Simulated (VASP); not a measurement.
Output of a VASP run:

OSZICAR:
```
...
DAV:   6    -0.355325796189E+02    0.92347E+00   -0.19593E+00  1796   0.116E+01    0.740E+00
DAV:   7    -0.354024860695E+02    0.13009E+00   -0.88893E-01  1784   0.381E+00    0.269E+00
DAV:   8    -0.353900822330E+02    0.12404E-01   -0.11890E-01  1740   0.294E+00    0.579E-01
DAV:   9    -0.353884692096E+02    0.16130E-02   -0.16449E-02  1856   0.131E+00    0.136E-01
DAV:  10    -0.353881199194E+02    0.34929E-03   -0.17144E-03  1868   0.335E-01    0.466E-02
DAV:  11    -0.353881532270E+02   -0.33308E-04   -0.59768E-04  1736   0.149E-01    0.426E-02
DAV:  12    -0.353881354043E+02    0.17823E-04   -0.12732E-04  1572   0.915E-02    0.151E-02
DAV:  13    -0.353881356618E+02   -0.25748E-06   -0.96138E-06  1688   0.175E-02
   1 F= -.35388136E+02 E0= -.35388134E+02  d E =-.353881E+02
       N       E                     dE             d eps       ncg     rms          rms(c)
DAV:   1    -0.354080373787E+02   -0.19902E-01   -0.37093E-01  1829   0.632E+00    0.938E-01
DAV:   2    -0.353922561541E+02    0.15781E-01   -0.41487E-02  1784   0.236E+00    0.388E-01
DAV:   3    -0.353894299900E+02    0.28262E-02   -0.56382E-03  1802   0.654E-01    0.270E-01
DAV:   4    -0.353887485249E+02    0.68147E-03   -0.11873E-03  1910   0.270E-01    0.627E-02
DAV:   5    -0.353887012093E+02    0.47316E-04   -0.32906E-04  1781   0.184E-01    0.279E-02
DAV:   6    -0.353887013820E+02   -0.17270E-06   -0.53585E-05  1772   0.490E-02    0.775E-03
DAV:   7    -0.353887003693E+02    0.10128E-05   -0.30669E-06  1356   0.137E-02    0.565E-03
DAV:   8    -0.353887001514E+02    0.21790E-06   -0.15137E-06   867   0.944E-03
   2 F= -.35388700E+02 E0= -.35388698E+02  d E =-.564490E-03
       N       E                     dE             d eps       ncg     rms          rms(c)
DAV:   1    -0.353904694781E+02   -0.17691E-02   -0.32444E-02  1818   0.189E+00    0.279E-01
DAV:   2    -0.353891039645E+02    0.13655E-02   -0.35453E-03  1781   0.690E-01    0.115E-01
DAV:   3    -0.353888571481E+02    0.24682E-03   -0.48712E-04  1807   0.195E-01    0.809E-02
DAV:   4    -0.353887966809E+02    0.60467E-04   -0.10470E-04  1894   0.815E-02    0.178E-02
DAV:   5    -0.353887926621E+02    0.40187E-05   -0.28231E-05  1775   0.533E-02    0.786E-03
DAV:   6    -0.353887926876E+02   -0.25469E-07   -0.46098E-06  1435   0.142E-02
   3 F= -.35388793E+02 E0= -.35388791E+02  d E =-.657026E-03
       N       E                     dE             d eps       ncg     rms          rms(c)
DAV:   1    -0.353888092311E+02   -0.16569E-04   -0.29390E-04  1818   0.178E-01    0.274E-02
DAV:   2    -0.353887960609E+02    0.13170E-04   -0.34741E-05  1778   0.684E-02    0.114E-02
DAV:   3    -0.353887937689E+02    0.22919E-05   -0.44896E-06  1259   0.188E-02    0.784E-03
DAV:   4    -0.353887931921E+02    0.57688E-06   -0.12512E-06  1002   0.833E-03
   4 F= -.35388793E+02 E0= -.35388792E+02  d E =-.657530E-03
       N       E                     dE             d eps       ncg     rms          rms(c)
DAV:   1    -0.353895200355E+02   -0.72627E-03   -0.22129E-02  1669   0.897E-01    0.148E-01
DAV:   2    -0.353892020140E+02    0.31802E-03   -0.65556E-04  2022   0.252E-01    0.859E-02
DAV:   3    -0.353890283385E+02    0.17368E-03   -0.17952E-04  2229   0.110E-01    0.220E-02
DAV:   4    -0.353890263572E+02    0.19813E-05   -0.39349E-05  1811   0.478E-02    0.856E-03
DAV:   5    -0.353890264591E+02   -0.10186E-06   -0.25819E-06  1358   0.124E-02
   5 F= -.35389026E+02 E0= -.35389024E+02  d E =-.233267E-03
```

### OUTCAR
```
------------------------ aborting loop because EDIFF is reached ----------------------------------------
  FORCE on cell =-STRESS in cart. coord.  units (eV):
  Direction    XX          YY          ZZ          XY          YZ          ZX
  --------------------------------------------------------------------------------------
  Total       -0.0238523     -0.0238523      0.1364638      0.0000000      0.0000000      0.0000000
  in kB       -0.1971022     -0.1971022      1.1276607      0.0000000      0.0000000      0.0000000
  external PRESSURE =       0.2444855 kB  Pullay stress =       0.0000000 kB
  volume of cell :      193.89
      direct lattice vectors                 reciprocal lattice vectors
    -2.943105091  2.943105091  5.596003401     0.000000000  0.169888599  0.089349481
     2.943105091 -2.943105091  5.596003401     0.169888599  0.000000000  0.089349481
     2.943105091  2.943105091 -5.596003401     0.169888599  0.169888599  0.000000000
 POSITION                                       TOTAL-FORCE (eV/Angst)
 -----------------------------------------------------------------------------------
      2.94311     -2.94311      5.59600         0.000000      0.000000     -0.000000
      0.00000      2.94311      2.79800         0.000000      0.000000     -0.000000
      0.00000      0.00000      5.59600         0.000000      0.000000     -0.000000
      2.94311      0.00000      2.79800         0.000000      0.000000      0.000000
      1.32741      1.47155      6.99500         0.007785      0.000000     -0.000000
      1.47155     -1.32741      4.19700         0.000000     -0.007785      0.000000
      1.61570      1.47155      1.39900        -0.007785      0.000000      0.000000
      1.47155      4.27051     -1.39900         0.000000      0.007785     -0.000000
 -----------------------------------------------------------------------------------
    total drift:                               -0.000002     -0.000002     -0.000005
  FREE ENERGIE OF THE ION-ELECTRON SYSTEM (eV)
  ---------------------------------------------------
  free  energy   TOTEN  =       -35.3890264591 eV

  energy  without entropy=      -35.3890220767  energy(sigma->0) =      -35.38902427

 reached required accuracy - stopping structural energy minimisation
```
(Selected blocks of OUTCAR.)

File POSCAR:
```
CdGeAs2
1
   -2.9495079320     2.9495079320     5.5923631931
    2.9495079320    -2.9495079320     5.5923631931
    2.9495079320     2.9495079320    -5.5923631931
Cd Ge As
2 2 4
Direct
  0.0000000000   0.0000000000   0.0000000000
  0.7500000000   0.2500000000   0.5000000000
  0.5000000000   0.5000000000   0.0000000000
  0.2500000000   0.7500000000   0.5000000000
  0.8750000000   0.8503200590   0.4753200590
  0.1496799410   0.6250000000   0.0246799410
  0.3750000000   0.3996799410   0.5246799410
  0.6003200590   0.1250000000   0.9753200590
```

Task: Reconstruct the remaining input files.

Result: This is not unique; one that fits is the input of the run itself, LDA (Ceperley-Alder, Perdew-Zunger), plane waves, VASP's LDA PAW potentials (set 64).

### KPOINTS
```
Automatic mesh
0
Gamma
 5 5 5
0 0 0
```

### INCAR
```
! general
SYSTEM =CdGeAs2
PREC   =Accurate
ENCUT  =400   ! plane-wave cut-off (eV)
LREAL  =F
LASPH  =T   ! aspherical one-centre terms

! electronic loop
EDIFF  =1E-6   ! SCF stop (eV)
NELM   =100   ! most electronic steps
ALGO   =Normal   ! blocked Davidson
LMAXMIX=4

! smearing
ISMEAR =0   ! Gaussian
SIGMA  =0.05

! ions
IBRION =2
NSW    =60
ISIF   =3   ! ions, shape and volume
EDIFFG =-0.02

! output
LWAVE  =F
LCHARG =F
```

POTCAR, in this order: Cd Ge_d As (LDA.64 set). Program: vasp_std.

The compound is CdGeAs2 in the chalcopyrite structure. This run relaxes it. Symmetry was kept, so distortions that lower it aren't found. The start is the result of an earlier pass.
